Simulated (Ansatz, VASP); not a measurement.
# SiO2 (Quartz high): VASP beside Ansatz

Wanted: the spread between two codes on one cell, functional and k mesh. The cell is taken from a series of runs on this material, whose earlier steps may have relaxed, scaled, displaced or heated it; both programs get it as it stands.

Program: Ansatz 0.2.0. Level of theory: plane waves, with VASP 6.6.1 beside it; single point at r2SCAN with D4, single point at r2SCAN and single point at r2SCAN with rVV10. Results are calculated unless marked as measured.

## (1) The structure

Symmetry: P6_222, No. 180, hexagonal system. The conventional cell has a = 5.050 Å, b = 5.050 Å, c = 5.535 Å, α = 90.00°, β = 90.00°, γ = 120.00°. Nearest to Si lie 4 O at 1.61 Å. O has 2 Si at 1.61 Å nearest. Farther neighbours and most contacts between anions are not listed.

Coordinates:

```cif
data_structure
_symmetry_space_group_name_H-M 'P6_222'
_symmetry_Int_Tables_number 180
_cell_length_a 5.0498
_cell_length_b 5.0498
_cell_length_c 5.5353
_cell_angle_alpha 90.000
_cell_angle_beta 90.000
_cell_angle_gamma 120.000
_cell_volume 122.24
loop_
_atom_site_label
_atom_site_type_symbol
_atom_site_symmetry_multiplicity
_atom_site_Wyckoff_symbol
_atom_site_fract_x
_atom_site_fract_y
_atom_site_fract_z
_atom_site_occupancy
Si1 Si 3 c 0.50000 0.50000 0.33333 1
O1 O 6 j 0.20765 0.79235 0.83333 1
```

## (2) Ansatz: single point, r2SCAN with D4

Ansatz runs on its default PAW (the set named soft_2) files.

A single point gives forces, pressure and levels at one fixed geometry, so differences don't come from the geometry; what else differs is listed under the comparison.

File input.yaml:

```yaml
crystal:
  lattice:
    - [5.0497646469, 0.0, 0.0]
    - [-2.5248823234, 4.3732244673, 0.0]
    - [0.0, 0.0, 5.5353155429]
  atoms:
    - { symbol: Si, position: [0.5, 0.5, 0.3333333333] }
    - { symbol: Si, position: [0.0, 0.5, 0.6666666667] }
    - { symbol: Si, position: [0.5, 0.0, 0.0] }
    - { symbol: O, position: [0.2076469073, 0.7923530927, 0.8333333333] }
    - { symbol: O, position: [0.4152938146, 0.2076469073, 0.1666666667] }
    - { symbol: O, position: [0.2076469073, 0.4152938146, 0.5] }
    - { symbol: O, position: [0.7923530927, 0.2076469073, 0.8333333333] }
    - { symbol: O, position: [0.5847061854, 0.7923530927, 0.1666666667] }
    - { symbol: O, position: [0.7923530927, 0.5847061854, 0.5] }
kpoints:
  mp_grid: { grid: [6, 6, 4] }
hamiltonian:
  xc: r2scan
  dispersion: d4
scf:
  occupations: { method: fixed }
  n_extra_bands: 7
  lower_state_search: "off"
  convergence: { dr2_threshold: 1.0e-09 }
output:
  eigenvalues: true
basis:
  ecutwfc: 650
```

Started as:

```sh
ansatz run input.yaml --threads 20 --pin off --max-ram 73728MiB --backend cpu --events-out ev --progress --plain --runs-dir out
```

Numbers of over 12 decimals in the logs are rounded to 6 here.

Output:

```text
scf.n_extra_bands = 7 over 24 filled bands (N_el = 48.0): the run solves 31 bands
Engine: ansatz 0.2.0, aarch64-unknown-linux-gnu
Pseudopotentials: kind: paw
Pseudopotential: Si, paw, valence charge 4, recommended cutoff 500 eV (meta_gga), Si.paw.azcp
Pseudopotential: O, paw, valence charge 6, recommended cutoff 500 eV (meta_gga), O.paw.azcp
Functional definition: r2SCAN
  parameter k0 = 0.174
  parameter k1 = 0.065
  parameter a1 = 4.9479
  exchange = r2scan_x(k0 = k0, k1 = k1, a1 = a1)
  correlation = r2scan_c
Crystal: 9 atoms, lattice volume = 122.241 Å³
Basis set: ecut = 650 eV, 4643 PW (Γ), exchange–correlation on 180×180×192 points (64 copies of the dense FFT grid, shifted against one another)
Bands: 31, of which v1, the nominal top of the filled ones, is band 24 counted from 1 (23 counted from 0)
Symmetry: 12 space group operations
Space group: P6222 (ITA 180), of the structure as read, at distance tolerance 5.0e-5 Å
k-points: 21 of 144 (time reversal used)
Non-local potential: Si, projectors of the file, l = 0: 2, l = 1: 2, l = 2: 2
Non-local potential: O, projectors of the file, l = 0: 2, l = 1: 2, l = 2: 1
PAW form: soft (Blöchl's): semilocal exchange-correlation on the pseudo side does not see the compensation charge
PAW frozen core: Si, regenerated for the run's functional (the file was generated under x = pbe(κ = 0.804, μ = 0.219515), c = pbe(β = 0.066725))
PAW frozen core: O, regenerated for the run's functional (the file was generated under x = pbe(κ = 0.804, μ = 0.219515), c = pbe(β = 0.066725))
PAW one-centre angular grid: Si, 302 points (default); XC on 160 Gauss nodes
PAW one-centre angular grid: O, 302 points (default); XC on 160 Gauss nodes
Initial density: superposition of atomic densities (neutral atoms: chi_scale 0, normalization atom), corrected by the library's trained network
Initial wavefunctions: pseudopotential atomic-orbital guess
Functional: x = r2scan, c = r2scan; τ floored in thin density (d = 2e-4 eV/Å³)
SCF iter   1: F=-5340.807738 eV  HF=-5340.578792 eV  |F-HF|=2.29e-1  |Δ(HF+E_count)|=         —  Δρ=6.75e-3  dr2=4.91e-2  dr2_τ=7.83e-1  ethr=1.77e-3  ⟨swp⟩=5.0  Hψ=3139  notcnv=0  defer=90
preconditioner: auto → Resta (q_TF=auto, 2.335 Å⁻¹)  ε∞=2.8  [insulator: Δε(μ)=6.358 eV  Ē_g=17.561 eV  n_scr=22 (ndim 8)  ℏωp=23.3 eV  f_vac=0.189  ε∞_Penn≈2.8]
SCF iter   2: F=-5340.827424 eV  HF=-5340.832784 eV  |F-HF|=5.36e-3  |Δ(HF+E_count)|=   2.54e-1  Δρ=4.61e-3  dr2=1.70e-2  dr2_τ=9.60e-4  ethr=1.02e-4  ⟨swp⟩=3.0  Hψ=1523  notcnv=0  defer=102
SCF iter   3: F=-5340.829780 eV  HF=-5340.829671 eV  |F-HF|=1.09e-4  |Δ(HF+E_count)|=   3.11e-3  Δρ=4.80e-4  dr2=6.67e-5  dr2_τ=1.31e-4  ethr=3.55e-5  ⟨swp⟩=2.0  Hψ=1120  notcnv=0  defer=102
SCF iter   4: F=-5340.829802 eV  HF=-5340.829798 eV  |F-HF|=4.56e-6  |Δ(HF+E_count)|=   1.27e-4  Δρ=1.64e-4  dr2=1.51e-5  dr2_τ=1.79e-6  ethr=1.39e-7  ⟨swp⟩=2.0  Hψ=1245  notcnv=0  defer=102
SCF iter   5: F=-5340.829810 eV  HF=-5340.829812 eV  |F-HF|=1.88e-6  |Δ(HF+E_count)|=   1.43e-5  Δρ=6.78e-5  dr2=5.80e-6  dr2_τ=2.54e-7  ethr=3.14e-8  ⟨swp⟩=2.0  Hψ=1194  notcnv=0  defer=87
SCF iter   6: F=-5340.829812 eV  HF=-5340.829812 eV  |F-HF|=2.32e-8  |Δ(HF+E_count)|=   3.74e-7  Δρ=1.71e-5  dr2=4.47e-7  dr2_τ=8.53e-9  ethr=1.21e-8  ⟨swp⟩=3.0  Hψ=1326  notcnv=0  defer=61
SCF iter   7: F=-5340.829802 eV  HF=-5340.829802 eV  |F-HF|=3.75e-9  |Δ(HF+E_count)|=   1.01e-5  Δρ=1.73e-6  dr2=5.24e-9  dr2_τ=2.97e-10  ethr=9.32e-10  ⟨swp⟩=2.6  Hψ=1253  notcnv=0  defer=46
SCF iter   8: F=-5340.829802 eV  HF=-5340.829802 eV  |F-HF|=1.82e-12  |Δ(HF+E_count)|=   4.82e-9  Δρ=5.60e-7  dr2=3.67e-10  dr2_τ=1.98e-11  ethr=2.08e-12  ⟨swp⟩=12.2  Hψ=2964  notcnv=0
SCF 1 converged in 8 iterations: F = -5340.829802 eV  dr2 = 3.67e-10
  greatest PAW one-centre occupation: 0.869 electrons in one spin orbital (limit 2), on the O atom at site 8 (counted from 0), in its partial waves of l = 0
SCF converged after 8 iterations
Free energy (F): -5340.829802 eV
Harris-Foulkes:  -5340.829802 eV  (|F-HF|=1.82e-12)
Internal energy: -5340.829802 eV  (E = F + TS)
E sigma→0 (E₀):  -5340.829802 eV
Fermi energy:    1.439272 eV
--- Per-component energies (eV) ---
  E_band       = -276.797098
  E_kinetic    = 1217.236774
  E_local      = -3172.550832  (includes V_loc(G=0)·N_el)
  E_nonlocal   = 353.610352
  E_hartree    = 1154.327184
  E_xc         = -600.300748
  E_vxc        = -794.724456  (∫ρ·V_xc dr)
  E_paw        = -2526.055744  (= ΣΔE_a)
  E_vpaw       = -239.130938  (= ΣTr[D̂ρ^β])
  E_aug_tail   = 0.002938  (compensation charges beyond the density's cutoff)
  E_vtau       = 50.103964  (kinetic-family band-sum trace: ∫τ·v_τ [+ j·A + Jᵃ·Aᵃ] dr)
  E_ewald      = -1766.071369
  E_disp       = -0.607412  (pairwise vdW)
  E_core_change = -0.420944  (= ΣΔE_core)
  E_smearing   = -0.000000  (= −TS)
  E_closure    = -0.000000  (closes the sum)
  Σ components = -5340.829802   (vs F -5340.829802, Δ=0.00e0)
--- Band table (eV; the first three rows and the last of 21) ---
  k-point 0: bands = [... 20 lower, 0.4229, 0.9785, 0.9785, 1.2583, 7.7555, 11.2066, 11.2066, 11.5692, ... 3 higher]
  k-point 1: bands = [... 20 lower, 0.4783, 0.9452, 1.3234, 1.3696, 8.3162, 10.8687, 10.9123, 11.5443, ... 3 higher]
  k-point 2: bands = [... 20 lower, 0.2676, 1.1444, 1.4371, 1.4371, 9.6307, 9.6307, 10.7098, 12.2529, ... 3 higher]
  k-point 20: bands = [... 20 lower, 0.5230, 0.5525, 0.7701, 0.7701, 11.1300, 11.5187, 11.5187, 11.7458, ... 3 higher]
```

## (3) VASP: single point, r2SCAN with D4

The same cell, functional and mesh now go to VASP, with its own data sets.

Lines of VASP's logs that name or quote its potential files are left out, and so is its time.

File INCAR:

```
SYSTEM = SiO2
PREC = Accurate
ENCUT = 580
EDIFF = 1E-06
NELM = 120
ISMEAR = 0
SIGMA = 0.01
LREAL = .FALSE.
ALGO = Normal
METAGGA = R2SCAN
IVDW = 13
VDW_S6 = 1
VDW_S8 = 0.6018749
VDW_A1 = 0.51559235
VDW_A2 = 5.77342911
LASPH = .TRUE.
NBANDS = 33
LORBIT = 11
LWAVE = .FALSE.
LCHARG = .FALSE.
ISIF = 2
GGA_COMPAT = .FALSE.
EFERMI = MIDGAP
LMIXTAU = .TRUE.
KPAR = 2
```

File POSCAR:

```
SiO2
1.0
    5.0497646469      0.0000000000      0.0000000000
   -2.5248823234      4.3732244673      0.0000000000
    0.0000000000      0.0000000000      5.5353155429
Si O
3 6
Direct
    0.5000000000      0.5000000000      0.3333333333
    1.0000000000      0.5000000000      0.6666666667
    0.5000000000      1.0000000000      0.0000000000
    0.2076469073      0.7923530927      0.8333333333
    0.4152938146      0.2076469073      0.1666666667
    0.2076469073      0.4152938146      0.5000000000
    0.7923530927      0.2076469073      0.8333333333
    0.5847061854      0.7923530927      0.1666666667
    0.7923530927      0.5847061854      0.5000000000
```

File KPOINTS:

```
Automatic mesh
0
Gamma
6 6 4
0 0 0
```

Potentials, in the order of the species: Si and O (PBE family, release 64).

Started as:

```sh
mpirun -np 2 vasp_std
```

Output:

```text
[banner, memory and clock lines left out]
running    2 mpi-ranks, on    1 nodes
 distrk:  each k-point on    1 cores,    2 groups
 distr:  one band on    1 cores,    1 groups

 POSCAR found type information on POSCAR SiO
 POSCAR found :  2 types and       9 ions
|                                                                             |
|               ----> ADVICE to this user running VASP <----                  |
|                                                                             |
|     You enforced a specific xc type in the INCAR file but a different       |
|     [... a line on the potential file left out ...]
|     I HOPE YOU KNOW WHAT YOU ARE DOING!                                     |
|                                                                             |

 LDA part: xc-table for (None), standard interpolation
 POSCAR, INCAR and KPOINTS ok, starting setup
 FFT: planning ... GRIDC
 FFT: planning ... GRID_SOFT
 FFT: planning ... GRID
 WAVECAR not read
 entering main loop
       N       E                     dE             d eps       ncg     rms          rms(c)
DAV:   1     0.287111679072E+03    0.28711E+03   -0.27104E+04  1386   0.149E+03
DAV:   2    -0.912496589564E+02   -0.37836E+03   -0.36313E+03  1803   0.329E+02
DAV:   3    -0.113271101695E+03   -0.22021E+02   -0.21917E+02  1727   0.842E+01
DAV:   4    -0.113516152358E+03   -0.24505E+00   -0.24477E+00  1707   0.988E+00
DAV:   5    -0.113519678205E+03   -0.35258E-02   -0.35248E-02  1740   0.117E+00    0.265E+01
DAV:   6    -0.946930445012E+02    0.18827E+02   -0.23610E+01  1595   0.243E+01    0.152E+01
DAV:   7    -0.872774587065E+02    0.74156E+01   -0.17950E+00  1668   0.103E+01    0.497E+00
DAV:   8    -0.948411417832E+02   -0.75637E+01   -0.29495E+00  1481   0.927E+00    0.320E+00
DAV:   9    -0.891237023098E+02    0.57174E+01   -0.16287E+00  1420   0.729E+00    0.876E-01
DAV:  10    -0.891866425001E+02   -0.62940E-01   -0.35264E-01  1396   0.491E+00    0.762E-01
DAV:  11    -0.891602744704E+02    0.26368E-01   -0.54400E-03  1763   0.529E-01    0.636E-01
DAV:  12    -0.893517612494E+02   -0.19149E+00   -0.10072E-01  1400   0.251E+00    0.156E-01
DAV:  13    -0.893650343306E+02   -0.13273E-01   -0.15977E-02  1698   0.877E-01    0.148E-01
DAV:  14    -0.893637253314E+02    0.13090E-02   -0.37233E-03  1588   0.481E-01    0.562E-02
DAV:  15    -0.893719444518E+02   -0.82191E-02   -0.39942E-03  1408   0.640E-01    0.285E-02
DAV:  16    -0.893721801846E+02   -0.23573E-03   -0.28229E-04  1700   0.117E-01    0.319E-02
DAV:  17    -0.893725793902E+02   -0.39921E-03   -0.87105E-05  1497   0.786E-02    0.188E-02
DAV:  18    -0.893726930209E+02   -0.11363E-03   -0.61248E-05  1466   0.604E-02    0.109E-02
DAV:  19    -0.893727598800E+02   -0.66859E-04   -0.30867E-05  1589   0.469E-02    0.660E-03
DAV:  20    -0.893727590996E+02    0.78046E-06   -0.14118E-06  1227   0.834E-03
   1 F= -.89979491E+02 E0= -.89979491E+02  d E =0.000000E+00
```

OUTCAR, selected parts (step 3):

```text
ion  position               nearest neighbor table
   1  0.500  0.500  0.333-   5 1.61   8 1.61   6 1.61   9 1.61   3 3.13   3 3.13   2 3.13   2 3.13

  LATTYP: Found a hexagonal cell.
 ALAT       =     5.0497646469
 C/A-ratio  =     1.0961531735

 Subroutine GETGRP returns: Found 12 space group operations
 (whereof  4 operations were pure point group operations)

The static configuration has the point symmetry D_2 .
 The point group associated with its full space group is D_6 .

 Found     21 irreducible k-points:

   k-points           NKPTS =     21   k-points in BZ     NKDIM =     21   number of bands    NBANDS=     33

   dimension x,y,z NGX =    40 NGY =   40 NGZ =   48
   dimension x,y,z NGXF=    80 NGYF=   80 NGZF=   96

   ENCUT  =  580.0 eV  42.63 Ry    6.53 a.u.   9.92  9.92 10.87*2*pi/ulx,y,z

   NELECT =      48.0000    total number of electrons

 k-points in reciprocal lattice and weights: Automatic mesh
   0.00000000  0.00000000  0.00000000       0.007
   0.16666667  0.00000000  0.00000000       0.042
   0.33333333 -0.00000000  0.00000000       0.042
   0.50000000 -0.00000000  0.00000000       0.021
   0.16666667  0.16666667  0.00000000       0.042
   0.33333333  0.16666667  0.00000000       0.083
   0.33333333  0.33333333  0.00000000       0.014
   0.00000000  0.00000000  0.25000000       0.014
   0.16666667  0.00000000  0.25000000       0.083
[...]
0.33333333  0.16666667  0.50000000       0.083
   0.33333333  0.33333333  0.50000000       0.014

 average (electrostatic) potential at core
       1 -90.1293       2 -90.1293       3 -90.1293       4 -76.8445       5 -76.8445
       6 -76.8445       7 -76.8445       8 -76.8445       9 -76.8445

 E-fermi :   3.2646

 k-point     1 :       0.0000    0.0000    0.0000
  band No.  band energies     occupation
    ...
     20      -0.9075      2.00000
     21      -0.9075      2.00000
     22      -0.3569      2.00000
     23      -0.3569      2.00000
     24      -0.0766      2.00000
     25       6.4217      0.00000
     26       9.8595      0.00000
     27       9.8595      0.00000
     28      10.2250      0.00000
     29      10.2250      0.00000
    ...

 k-point     2 :       0.1667    0.0000    0.0000
  band No.  band energies     occupation
    ...
     20      -1.0143      2.00000
     21      -0.9629      2.00000
     22      -0.3130      2.00000
     23      -0.2872      2.00000
     24      -0.1622      2.00000
     25       6.8114      0.00000
     26       9.8765      0.00000
     27      10.0336      0.00000
     28      10.2182      0.00000
     29      10.3564      0.00000
    ...

 k-point     3 :       0.3333   -0.0000    0.0000
  band No.  band energies     occupation
    ...
     20      -1.1174      2.00000
     21      -0.9581      2.00000
     22      -0.7390      2.00000
     23      -0.2379      2.00000
     24       0.0255      2.00000
     25       7.7549      0.00000
     26       9.7842      0.00000
     27      10.3947      0.00000
     28      10.3996      0.00000
     29      10.7291      0.00000
    ...

  DFT-D4 for vdW energy calculation

  Edisp (eV):   -0.60673

  Total       0.10388     0.10388     0.18494     0.00000     0.00000     0.00000
  in kB       1.36150     1.36150     2.42393     0.00000     0.00000     0.00000
  external pressure =        1.72 kB  Pullay stress =        0.00 kB

  energy-cutoff  :      580.00
  volume of cell :      122.24
      direct lattice vectors                 reciprocal lattice vectors
     5.049764647  0.000000000  0.000000000     0.198029031  0.114332114  0.000000000
    -2.524882323  4.373224467  0.000000000     0.000000000  0.228664229  0.000000000
     0.000000000  0.000000000  5.535315543     0.000000000  0.000000000  0.180658174

 POSITION                                       TOTAL-FORCE (eV/Angst)
 -----------------------------------------------------------------------------------
      1.26244      2.18661      1.84511         0.000000     -0.000000      0.000000
     -1.26244      2.18661      3.69021         0.000000     -0.000000     -0.000000
      2.52488      0.00000      0.00000         0.000000     -0.000000     -0.000000
     -0.95203      3.46514      4.61276         0.030078     -0.017365     -0.000000
      1.57285      0.90809      0.92255         0.030078      0.017365      0.000000
      0.00000      1.81617      2.76766         0.000000      0.034731     -0.000000
      3.47691      0.90809      4.61276        -0.030078      0.017365     -0.000000
      0.95203      3.46514      0.92255        -0.030078     -0.017365      0.000000
      2.52488      2.55705      2.76766        -0.000000     -0.034731      0.000000
 -----------------------------------------------------------------------------------
    total drift:                               -0.000000      0.000000      0.000001

  FREE ENERGIE OF THE ION-ELECTRON SYSTEM (eV)
  ---------------------------------------------------
  free  energy   TOTEN  =       -89.9794914110 eV

  energy  without entropy=      -89.9794914110  energy(sigma->0) =      -89.97949141

 total charge
# of ion       s       p       d       tot
------------------------------------------
    1        0.631   1.008   0.000   1.639
    2        0.631   1.008   0.000   1.639
    3        0.631   1.008   0.000   1.639
    4        1.551   3.742   0.000   5.293
    5        1.551   3.742   0.000   5.293
    6        1.551   3.742   0.000   5.293
    7        1.551   3.742   0.000   5.293
    8        1.551   3.742   0.000   5.293
    9        1.551   3.742   0.000   5.293
--------------------------------------------------
tot         11.197  25.479   0.000  36.676

[... 3 further parts left out ...]
```

The run ends at a pressure of 0.17 GPa, with forces up to 0.035 eV/Å.

## (4) Side by side

Known differences besides the potentials themselves: VASP keeps PBE cores, Ansatz makes them for the functional; fixed occupations in Ansatz, narrow Gaussian smearing in VASP; the cutoff is 650 eV in Ansatz and 580 eV in VASP. Total energies have different zeros and are not compared.

The two programs side by side:

```csv
quantity,Ansatz,VASP,difference
gap on the k mesh (eV),6.316,6.314,+0.002
```

A gap on the mesh is an upper bound, since the band edges may lie between its points.

(Continued in part 2 of 2.)

[Lines on the potential files, build, host, timing and source positions are cut from VASP's logs without a mark.]

[Logs are printed without paths, hosts, clocks, repeated set-up lines and the standing remarks that a program may print on its own settings, such as how far it seeks lower states.]

[Hosts, paths, dates, database ids (printed as entryN), source tags and the programs' standing remarks are cut or masked in the printed files.]
